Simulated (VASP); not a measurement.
# Selenium: a GW gap and what it depends on, part 2 of 2

Aim: test the GW correction to the gap of Selenium. The starting structure is a measured crystal structure from the Crystallography Open Database. Cell and atoms stay as given.

VASP 6.6.1.

Results so far: G0W0 (response cutoff 100 eV, 3×3×3 mesh) 2.07 eV; G0W0 (response cutoff 160 eV, 3×3×3 mesh) 2.12 eV; G0W0 (response cutoff 240 eV, 3×3×3 mesh) 2.15 eV.

## Step 5: GW0 with iterated eigenvalues (response cutoff 160 eV, 3×3×3 mesh)

Level of this step: evGW0 on LDA; plane waves and PAW (Se_GW) (VASP).

It reads the orbitals and their derivatives (WAVECAR and WAVEDER) of a run with the empty bands, which follows a ground-state run; neither is shown.

Contents of INCAR:

```
SYSTEM = Se
PREC = Accurate
ENCUT = 300
ISMEAR = 0
SIGMA = 0.01
LREAL = .FALSE.
GGA = CA
NBANDS = 376
ALGO = EVGW0
NELMGW = 4
ENCUTGW = 160
NOMEGA = 40
PRECFOCK = Fast
NBANDSGW = 20
LWAVE = .FALSE.
LCHARG = .FALSE.
```

Contents of POSCAR:

```
Se
1.0
    4.3662000000      0.0000000000      0.0000000000
   -2.1831000000      3.7812401180      0.0000000000
    0.0000000000      0.0000000000      4.9536000000
Se
3
Direct
    0.7746000000      0.7746000000      0.0000000000
    0.0000000000      0.2254000000      0.6666666667
    0.2254000000      0.0000000000      0.3333333333
```

Contents of KPOINTS:

```
Automatic mesh
0
Gamma
3 3 3
0 0 0
```

Potentials, in the order of the species: Se_GW (LDA family, release 64).

Command:

```
mpirun -np 4 vasp_std
```

Output:

```text
[banner, memory and clock lines left out]
running    4 mpi-ranks, on    1 nodes
[...]
[... a notice as in an earlier step ...]

 LDA part: xc-table for (Slater(with rela. corr.)+CA(PZ))
 , standard interpolation
 found WAVECAR, reading the header
 POSCAR, INCAR and KPOINTS ok, starting setup
[...]
reading WAVECAR
 the WAVECAR file was read successfully
 initial charge from wavefunction
 available memory per node:     71.66 GB, setting MAXMEM to     73380

 The Fermi energy was updated, please check that it is located mid-gap
 values below the HOMO (VB) or above the LUMO (CB) will cause erroneous energies
 E-fermi :   3.1311

 calculate exact exchange contribution
 the WAVEDER file was read successfully
energies w=
    0.000    0.000    0.581    0.000    1.158    0.000    1.728    0.000
    2.290    0.000    2.840    0.000    3.378    0.000    3.904    0.000
    4.419    0.000    4.923    0.000    5.418    0.000    5.906    0.000
[...]
total number of BLAS operations        949.33 Gflops
NQ=   3    0.3333    0.3333    0.0000,
|.........|.........|.........|.........|.........|.........|.........|.........
 performed       1180000 updates of chi_q(r,r)
 total number of BLAS operations       1307.93 Gflops
NQ=   4    0.0000    0.0000    0.3333,
|.........|.........|.........|.........|.........|.........|.........|.........
 performed       1553000 updates of chi_q(r,r)
 total number of BLAS operations       1758.22 Gflops
NQ=   5    0.3333    0.0000    0.3333,
|.........|.........|.........|.........|.........|.........|.........|.........
 performed       2137000 updates of chi_q(r,r)
 total number of BLAS operations       2426.28 Gflops
NQ=   6    0.0000    0.3333    0.3333,
|.........|.........|.........|.........|.........|.........|.........|.........
 performed       2721000 updates of chi_q(r,r)
 total number of BLAS operations       3094.34 Gflops
NQ=   7    0.3333    0.3333    0.3333,
|.........|.........|.........|.........|.........|.........|.........|.........
 performed       3124000 updates of chi_q(r,r)
 total number of BLAS operations       3534.37 Gflops
 resolving degeneracies of screened two electron integrals

 calculate QP shifts <psi_nk| G(iteration)W_0 |psi_nk>: iteration 4
 entering main loop
```

Wall time 2.1 min (4 MPI ranks of AMD EPYC 9R45, shared host); peak memory 1.1 GiB; 8.5 min of CPU time.

Parts of OUTCAR (step 5):

```text
 QP shifts <psi_nk| G(iteration)W_0 |psi_nk>: iteration 2
 k-point   1 :       0.0000    0.0000    0.0000
  band No. old QP-enery  QP-energies   sigma(KS)   T+V_ion+V_H  V^pw_x(r,r')   Z            occupation Imag(sigma)
    ...
      6      -1.5757      -1.6714     -12.1478      10.4365     -14.4806       0.7062       2.0000       0.2573
      7       0.1314       0.0239     -12.1938      12.1711     -14.5784       0.6976       2.0000       0.1983
      8       0.1314       0.0239     -12.1938      12.1711     -14.5784       0.6976       2.0000       0.1983
      9       1.7827       1.6885     -12.7622      14.4131     -14.6212       0.7142       2.0000       0.1293
     10       4.8469       4.9055     -11.4589      16.3875      -7.3077       0.7172       0.0000      -0.1567
     11       4.8469       4.9055     -11.4589      16.3875      -7.3077       0.7172       0.0000      -0.1567
     12       5.1157       5.1765     -11.0764      16.2768      -6.8493       0.7175       0.0000      -0.1609
     13       8.8831       8.9357      -8.3879      17.3396      -3.8773       0.7675       0.0000      -0.2025
    ...

 QP shifts <psi_nk| G(iteration)W_0 |psi_nk>: iteration 3
 k-point   1 :       0.0000    0.0000    0.0000
  band No. old QP-enery  QP-energies   sigma(KS)   T+V_ion+V_H  V^pw_x(r,r')   Z            occupation Imag(sigma)
    ...
      6      -1.6702      -1.8114     -12.3052      10.4365     -14.4806       0.7115       2.0000       0.2222
      7       0.0239       0.0000     -12.1814      12.1711     -14.5784       0.6978       2.0000       0.2005
      8       0.0239       0.0000     -12.1814      12.1711     -14.5784       0.6978       2.0000       0.2005
      9       1.6885       1.6687     -12.7523      14.4131     -14.6212       0.7144       2.0000       0.1301
     10       4.9055       4.9136     -11.4707      16.3875      -7.3077       0.7169       0.0000      -0.1574
     11       4.9055       4.9136     -11.4707      16.3875      -7.3077       0.7169       0.0000      -0.1574
     12       5.1765       5.1856     -11.0877      16.2768      -6.8493       0.7178       0.0000      -0.1618
     13       8.9357       8.9436      -8.3937      17.3396      -3.8773       0.7676       0.0000      -0.2030
    ...

 QP shifts <psi_nk| G(iteration)W_0 |psi_nk>: iteration 4
 k-point   1 :       0.0000    0.0000    0.0000
  band No. old QP-enery  QP-energies   sigma(KS)   T+V_ion+V_H  V^pw_x(r,r')   Z            occupation Imag(sigma)
    ...
      6      -1.8114      -1.7081     -12.1017      10.4365     -14.4806       0.7066       2.0000       0.2738
      7       0.0000      -0.0054     -12.1789      12.1711     -14.5784       0.6979       2.0000       0.2010
      8       0.0000      -0.0054     -12.1789      12.1711     -14.5784       0.6979       2.0000       0.2010
      9       1.6687       1.6642     -12.7506      14.4131     -14.6212       0.7145       2.0000       0.1302
     10       4.9136       4.9144     -11.4729      16.3875      -7.3077       0.7169       0.0000      -0.1576
     11       4.9136       4.9144     -11.4729      16.3875      -7.3077       0.7169       0.0000      -0.1576
     12       5.1856       5.1866     -11.0898      16.2768      -6.8493       0.7178       0.0000      -0.1620
     13       8.9436       8.9447      -8.3946      17.3396      -3.8773       0.7675       0.0000      -0.2030
    ...

[... 3 parts as in an earlier step ...]

[... 1 further part left out ...]
[key lines of the parts left out:]
E-fermi :   3.1311
```

GW0 with iterated eigenvalues (response cutoff 160 eV, 3×3×3 mesh): the quasiparticle gap on this mesh is 2.269 eV, +0.898 eV from the LDA gap on the same points, with 376 bands.

## Step 6: G0W0 (response cutoff 100 eV, 4×4×3 mesh)

It reads the orbitals and their derivatives (WAVECAR and WAVEDER) of a run with the empty bands, which follows a ground-state run; neither is shown.

Changes to INCAR since step 5:

```diff
@@ -7,6 +7,6 @@
 GGA = CA
-NBANDS = 376
+NBANDS = 188
 ALGO = EVGW0
-NELMGW = 4
-ENCUTGW = 160
+NELMGW = 1
+ENCUTGW = 100
 NOMEGA = 40
```

POSCAR is that of step 5.

Contents of KPOINTS:

```
Automatic mesh
0
Gamma
4 4 3
0 0 0
```

Command:

```
mpirun -np 4 vasp_std
```

Output:

```text
[banner, memory and clock lines left out]
running    4 mpi-ranks, on    1 nodes
[...]
[... a notice as in an earlier step ...]

 LDA part: xc-table for (Slater(with rela. corr.)+CA(PZ))
 , standard interpolation
 found WAVECAR, reading the header
 POSCAR, INCAR and KPOINTS ok, starting setup
[...]
reading WAVECAR
 the WAVECAR file was read successfully
 initial charge from wavefunction
 available memory per node:     71.55 GB, setting MAXMEM to     73268

 The Fermi energy was updated, please check that it is located mid-gap
 values below the HOMO (VB) or above the LUMO (CB) will cause erroneous energies
 E-fermi :   3.0843

 calculate exact exchange contribution
 the WAVEDER file was read successfully
energies w=
    0.000    0.000    0.624    0.000    1.244    0.000    1.857    0.000
    2.460    0.000    3.051    0.000    3.630    0.000    4.195    0.000
    4.748    0.000    5.290    0.000    5.822    0.000    6.347    0.000
[...]
total number of BLAS operations        380.35 Gflops
NQ=   5    0.0000    0.0000    0.3333,
|.........|.........|.........|.........|.........|.........|.........|.........
 performed       1666000 updates of chi_q(r,r)
 total number of BLAS operations        465.40 Gflops
NQ=   6    0.2500    0.0000    0.3333,
|.........|.........|.........|.........|.........|.........|.........|.........
 performed       2136000 updates of chi_q(r,r)
 total number of BLAS operations        598.44 Gflops
NQ=   7    0.0000    0.2500    0.3333,
|.........|.........|.........|.........|.........|.........|.........|.........
 performed       2606000 updates of chi_q(r,r)
 total number of BLAS operations        731.47 Gflops
NQ=   8    0.5000    0.0000    0.3333,
|.........|.........|.........|.........|.........|.........|.........|.........
 performed       3076000 updates of chi_q(r,r)
 total number of BLAS operations        858.90 Gflops
NQ=   9    0.2500    0.2500    0.3333,
|.........|.........|.........|.........|.........|.........|.........|.........
 performed       3591000 updates of chi_q(r,r)
 total number of BLAS operations       1000.08 Gflops
 resolving degeneracies of screened two electron integrals

 calculate QP shifts <psi_nk| G(iteration)W_0 |psi_nk>: iteration 1
 entering main loop
```

Run time: 23 s. Hardware: 4 MPI ranks; peak memory 0.66 GiB.

OUTCAR, selected parts (step 6):

```text
 QP shifts <psi_nk| G(iteration)W_0 |psi_nk>: iteration 1
 for sc-GW calculations column KS-energies equals QP-energies in previous step
 and V_xc(KS)=  KS-energies - (<T + V_ion + V_H > + <T+V_H+V_ion>^1  + <V_x>^1)
 k-point   1 :       0.0000    0.0000    0.0000
  band No.  KS-energies  QP-energies   sigma(KS)   V_xc(KS)     V^pw_x(r,r')   Z            occupation Imag(sigma)
    ...
      6      -1.1322      -1.4150     -11.9709     -11.5702     -14.4788       0.7058       2.0000       0.3015
      7       0.6115       0.2909     -12.0153     -11.5560     -14.5136       0.6981       2.0000       0.2221
      8       0.6115       0.2909     -12.0153     -11.5560     -14.5136       0.6981       2.0000       0.2221
      9       2.2623       1.9767     -12.5456     -12.1474     -14.5283       0.7171       2.0000       0.1469
     10       4.4536       5.0293     -11.1327     -11.9342      -7.3570       0.7182       0.0000      -0.1218
     11       4.4536       5.0293     -11.1327     -11.9342      -7.3570       0.7182       0.0000      -0.1218
     12       4.7484       5.2842     -10.7822     -11.5265      -6.9153       0.7198       0.0000      -0.1286
     13       8.5324       8.9979      -8.2038      -8.8060      -3.8906       0.7730       0.0000      -0.1791
    ...

[... 1 part as in an earlier step ...]

[... 2 further parts left out ...]
[key lines of the parts left out:]
E-fermi :   3.0843
```

G0W0 (response cutoff 100 eV, 4×4×3 mesh): the quasiparticle gap on this mesh is 2.168 eV, +0.708 eV from the LDA gap on the same points, with 188 bands.

## Step 7: G0W0 (response cutoff 100 eV, 3×3×3 mesh, 7 empty bands)

It reads the orbitals and their derivatives (WAVECAR and WAVEDER) of a run with the empty bands, which follows a ground-state run; neither is shown.

Changes to INCAR since step 6:

```diff
@@ -7,3 +7,3 @@
 GGA = CA
-NBANDS = 188
+NBANDS = 16
 ALGO = EVGW0
@@ -13,3 +13,3 @@
 PRECFOCK = Fast
-NBANDSGW = 20
+NBANDSGW = 16
 LWAVE = .FALSE.
```

POSCAR is that of step 6.

Contents of KPOINTS:

```
Automatic mesh
0
Gamma
3 3 3
0 0 0
```

Command:

```
mpirun -np 4 vasp_std
```

Output:

```text
[banner, memory and clock lines left out]
running    4 mpi-ranks, on    1 nodes
[...]
[... a notice as in an earlier step ...]

 LDA part: xc-table for (Slater(with rela. corr.)+CA(PZ))
 , standard interpolation
 found WAVECAR, reading the header
 POSCAR, INCAR and KPOINTS ok, starting setup
[...]
reading WAVECAR
 the WAVECAR file was read successfully
 initial charge from wavefunction
 available memory per node:     71.62 GB, setting MAXMEM to     73337

 The Fermi energy was updated, please check that it is located mid-gap
 values below the HOMO (VB) or above the LUMO (CB) will cause erroneous energies
 E-fermi :   3.1311

 calculate exact exchange contribution
 the WAVEDER file was read successfully
energies w=
    0.000    0.000    0.570    0.000    1.137    0.000    1.698    0.000
    2.249    0.000    2.790    0.000    3.319    0.000    3.836    0.000
    4.341    0.000    4.837    0.000    5.323    0.000    5.803    0.000
[...]
total number of BLAS operations          7.13 Gflops
NQ=   3    0.3333    0.3333    0.0000,
|.........|.........|.........|.........|.........|.........|.........|.........
 performed         31000 updates of chi_q(r,r)
 total number of BLAS operations          9.07 Gflops
NQ=   4    0.0000    0.0000    0.3333,
|.........|.........|.........|.........|.........|.........|.........|.........
 performed         41000 updates of chi_q(r,r)
 total number of BLAS operations         12.10 Gflops
NQ=   5    0.3333    0.0000    0.3333,
|.........|.........|.........|.........|.........|.........|.........|.........
 performed         58000 updates of chi_q(r,r)
 total number of BLAS operations         16.81 Gflops
NQ=   6    0.0000    0.3333    0.3333,
|.........|.........|.........|.........|.........|.........|.........|.........
 performed         75000 updates of chi_q(r,r)
 total number of BLAS operations         21.53 Gflops
NQ=   7    0.3333    0.3333    0.3333,
|.........|.........|.........|.........|.........|.........|.........|.........
 performed         86000 updates of chi_q(r,r)
 total number of BLAS operations         24.50 Gflops
 resolving degeneracies of screened two electron integrals

 calculate QP shifts <psi_nk| G(iteration)W_0 |psi_nk>: iteration 1
 entering main loop
```

It took 2.4 s on 4 MPI ranks; peak memory 0.48 GiB; 8 s of CPU time.

From OUTCAR (step 7):

```text
 QP shifts <psi_nk| G(iteration)W_0 |psi_nk>: iteration 1
 for sc-GW calculations column KS-energies equals QP-energies in previous step
 and V_xc(KS)=  KS-energies - (<T + V_ion + V_H > + <T+V_H+V_ion>^1  + <V_x>^1)
 k-point   1 :       0.0000    0.0000    0.0000
  band No.  KS-energies  QP-energies   sigma(KS)   V_xc(KS)     V^pw_x(r,r')   Z            occupation Imag(sigma)
    ...
      6      -1.1317      -0.6042     -10.8114     -11.5683     -14.4806       0.6970       2.0000       0.3347
      7       0.6142       1.1885     -10.7240     -11.5570     -14.5784       0.6895       2.0000       0.2468
      8       0.6142       1.1885     -10.7240     -11.5570     -14.5784       0.6895       2.0000       0.2468
      9       2.2647       2.9850     -11.1424     -12.1483     -14.6212       0.7160       2.0000       0.1548
     10       4.4541       6.2434      -9.4594     -11.9335      -7.3077       0.7232       0.0000      -0.1473
     11       4.4541       6.2434      -9.4594     -11.9335      -7.3077       0.7232       0.0000      -0.1473
     12       4.7520       6.4982      -9.1046     -11.5248      -6.8493       0.7215       0.0000      -0.1479
     13       8.5336      10.7849      -6.0376      -8.8060      -3.8773       0.8132       0.0000      -0.1591
    ...

[... 1 part as in an earlier step ...]

[... 2 further parts left out ...]
[key lines of the parts left out:]
E-fermi :   3.1311
```

G0W0 (response cutoff 100 eV, 3×3×3 mesh, 7 empty bands): the quasiparticle gap on this mesh is 2.171 eV, +0.800 eV from the LDA gap on the same points, with 16 bands.

## Step 8: The runs compared

```
                                                               run  LDA gap on the mesh (eV)  GW gap (eV)  correction (eV)  bands
                         G0W0 (response cutoff 100 eV, 3×3×3 mesh)                     1.371        2.065            0.694    188
                         G0W0 (response cutoff 160 eV, 3×3×3 mesh)                     1.371        2.123            0.752    376
                         G0W0 (response cutoff 240 eV, 3×3×3 mesh)                     1.371        2.151             0.78    692
GW0 with iterated eigenvalues (response cutoff 160 eV, 3×3×3 mesh)                     1.371        2.269            0.898    376
                         G0W0 (response cutoff 100 eV, 4×4×3 mesh)                     1.459        2.168            0.708    188
          G0W0 (response cutoff 100 eV, 3×3×3 mesh, 7 empty bands)                     1.371        2.171              0.8     16
```

## Step 9: Results

```json
{
 "gap, G0W0 (response cutoff 100 eV, 3×3×3 mesh)": "2.065 eV",
 "gap, G0W0 (response cutoff 160 eV, 3×3×3 mesh)": "2.123 eV",
 "gap, G0W0 (response cutoff 240 eV, 3×3×3 mesh)": "2.151 eV",
 "gap, GW0 with iterated eigenvalues (response cutoff 160 eV, 3×3×3 mesh)": "2.269 eV",
 "gap, G0W0 (response cutoff 100 eV, 4×4×3 mesh)": "2.168 eV",
 "gap, G0W0 (response cutoff 100 eV, 3×3×3 mesh, 7 empty bands)": "2.171 eV"
}
```

**Reading.** The correction to the LDA gap of Selenium is +0.694 eV at a response cutoff of 100 eV, +0.752 eV at a response cutoff of 160 eV, +0.780 eV at a response cutoff of 240 eV. The number of bands rises with the cutoff. On a 4×4×3 mesh in place of 3×3×3 the correction is +0.708 eV against +0.694 eV. The LDA gap lies between other k-points on the two meshes (0.2500 0.2500 0.3333 to 0.0000 0.0000 0.3333 against 0.0000 0.3333 0.3333 to 0.0000 0.0000 0.3333), so the two corrections belong to different transitions. Iterating the eigenvalues in G raises the gap by +0.146 eV. With 7 empty bands alone, a slip made on purpose, the correction is +0.800 eV against +0.694 eV. Errors of the two band edges can cancel in a gap, so a value close to the better runs would prove nothing. From a response cutoff of 160 to 240 eV the correction still moves by +0.028 eV, so cutoff and bands aren't shown to be converged. The LDA gap along the bands, from another run on this structure, is 0.911 eV. On the 3×3×3 mesh it is 1.371 eV, so this mesh misses the band edges. On the 4×4×3 mesh it is 1.459 eV, so this mesh misses the band edges. Further runs on this material are not shown.

[Lines on the potential files, build, host, timing and source positions are cut from VASP's logs without a mark.]

[Logs are printed without paths, hosts, clocks, repeated set-up lines and the standing remarks that a program may print on its own settings, such as how far it seeks lower states.]

[Hosts, paths, dates, database ids (printed as entryN), source tags and the programs' standing remarks are cut or masked in the printed files.]
